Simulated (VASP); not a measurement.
OSZICAR of a VASP run on CdF2 (fluorite):

OSZICAR:
```
       N       E                     dE             d eps       ncg     rms          rms(c)
DAV:   1     0.229479178460E+03    0.22948E+03   -0.15680E+04   704   0.156E+03
DAV:   2     0.205992982951E+02   -0.20888E+03   -0.20308E+03   821   0.403E+02
DAV:   3     0.103491237831E+02   -0.10250E+02   -0.10226E+02   726   0.100E+02
DAV:   4     0.102857773426E+02   -0.63346E-01   -0.63338E-01   780   0.763E+00
DAV:   5     0.102855116401E+02   -0.26570E-03   -0.26570E-03   727   0.429E-01    0.119E+01
DAV:   6     0.328110842052E+01   -0.70044E+01   -0.13809E+02   680   0.169E+02    0.113E+01
DAV:   7     0.244035986510E+01   -0.84075E+00   -0.72881E-01   684   0.169E+01    0.926E+00
DAV:   8     0.230822339397E+01   -0.13214E+00   -0.14373E+01   693   0.481E+01    0.633E+00
DAV:   9     0.179765993380E+01   -0.51056E+00   -0.62773E+00   697   0.285E+01    0.255E+00
DAV:  10     0.243364376662E+01    0.63598E+00   -0.18495E+00   776   0.199E+01    0.817E-01
DAV:  11     0.251454440664E+01    0.80901E-01   -0.27525E-01   680   0.682E+00    0.744E-01
DAV:  12     0.249975671165E+01   -0.14788E-01   -0.18319E-03   719   0.526E-01    0.703E-01
DAV:  13     0.252973611365E+01    0.29979E-01   -0.33471E-03   680   0.780E-01    0.516E-01
DAV:  14     0.249863995876E+01   -0.31096E-01   -0.20500E-02   680   0.176E+00    0.283E-01
DAV:  15     0.249020613710E+01   -0.84338E-02   -0.10697E-03   700   0.432E-01    0.274E-01
DAV:  16     0.248984923321E+01   -0.35690E-03   -0.18597E-04   689   0.185E-01    0.222E-01
DAV:  17     0.248659161830E+01   -0.32576E-02   -0.11060E-03   696   0.330E-01    0.668E-02
DAV:  18     0.248635897099E+01   -0.23265E-03   -0.13093E-04   700   0.140E-01    0.642E-02
DAV:  19     0.248633307802E+01   -0.25893E-04   -0.19224E-05   740   0.680E-02    0.308E-02
DAV:  20     0.248635524739E+01    0.22169E-04   -0.37641E-05   713   0.851E-02    0.302E-02
DAV:  21     0.248631969779E+01   -0.35550E-04   -0.14630E-05   680   0.444E-02    0.166E-02
DAV:  22     0.248632048331E+01    0.78552E-06   -0.85516E-07   709   0.104E-02    0.103E-02
DAV:  23     0.248631997538E+01   -0.50792E-06   -0.12450E-07   548   0.524E-03    0.678E-03
DAV:  24     0.248631958561E+01   -0.38978E-06   -0.93895E-07   694   0.118E-02    0.134E-03
DAV:  25     0.248631957598E+01   -0.96297E-08   -0.54438E-08   516   0.269E-03
   1 F= 0.24863196E+01 E0= 0.24863196E+01  d E =-.218567E-10
```

### Question
Which electronic solver shows in the log?

### Answer
It is blocked Davidson (ALGO = Normal, or the opening steps of other solvers). The INCAR had ALGO = Normal.

### Question
Can the final energy be trusted as converged?

### Answer
The run converged. It stopped with EDIFF = 1E-7, NELM = 100 (revTPSS meta-GGA, plane waves, VASP's PBE PAW potentials (set 64)).

The compound is CdF2 in the fluorite structure. This cell is one point of a volume scan, at 1.06 of the reference volume.
